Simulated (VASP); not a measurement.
An input for Quantum ESPRESSO's pw.x (written as the equivalent of a VASP run, and not itself run):

```
&CONTROL
  calculation = 'scf'
  pseudo_dir = './pseudo'
  outdir = './out'
  tprnfor = .true.
  tstress = .true.
/
&SYSTEM
  ibrav = 0
  nat = 4
  ntyp = 2
  ecutwfc = 102
  occupations = 'smearing'
  smearing = 'fermi-dirac'
  degauss = 0.00147
  input_dft = 'pz'
/
&ELECTRONS
  conv_thr = 7.3e-08
  electron_maxstep = 100
/
ATOMIC_SPECIES
  Cd 112.414 Cd.upf
  S 32.060 S.upf
CELL_PARAMETERS angstrom
     2.0700000   -3.5853450    0.0000000
     2.0700000    3.5853450    0.0000000
     0.0000000    0.0000000    6.7200000
ATOMIC_POSITIONS crystal
  Cd   0.6666670  0.3333330  0.5000000
  Cd   0.3333330  0.6666670  0.0000000
  S    0.6666670  0.3333330  0.8770000
  S    0.3333330  0.6666670  0.3770000
K_POINTS automatic
  6 6 4 0 0 0
```

**Question.** Translate this input to VASP (INCAR, KPOINTS, POSCAR, choice of POTCAR).

**Answer.** One answer among several that fit: 
### KPOINTS
```
Automatic mesh
0
gamma
6 6 4
```

**POSCAR**
```
CdS
1
    2.0700000000    -3.5853450000     0.0000000000
    2.0700000000     3.5853450000     0.0000000000
    0.0000000000     0.0000000000     6.7200000000
Cd S
2 2
Direct
  0.6666670000   0.3333330000   0.5000000000
  0.3333330000   0.6666670000   0.0000000000
  0.6666670000   0.3333330000   0.8770000000
  0.3333330000   0.6666670000   0.3770000000
```

### INCAR
```
SYSTEM = CdS
ISMEAR = -1   ! Fermi-Dirac
PREC = Accurate
LMAXMIX = 4   ! l cut-off of mixed one-centre charges
LWAVE = .FALSE.
ALGO = Normal   ! blocked Davidson
ENCUT = 300   ! plane-wave cut-off (eV)
LREAL = .FALSE.
EDIFF = 1E-6
ISIF = 2
NELM = 100   ! most electronic steps
LCHARG = .FALSE.
LASPH = .TRUE.
SIGMA = 0.02   ! width (eV)
```

POTCAR, in this order: Cd S (LDA.64 set). Program: vasp_std.

The two are equivalent in intent, not identical: the potentials are each code's own (VASP's PAW set, PseudoDojo norm-conserving files in pw.x), so ENCUT and ecutwfc are chosen apart and not converted; conv_thr bounds pw.x's estimated SCF error, while EDIFF bounds the energy change between steps.

The structure is a typed CdS crystal. The cell was not relaxed at this level.
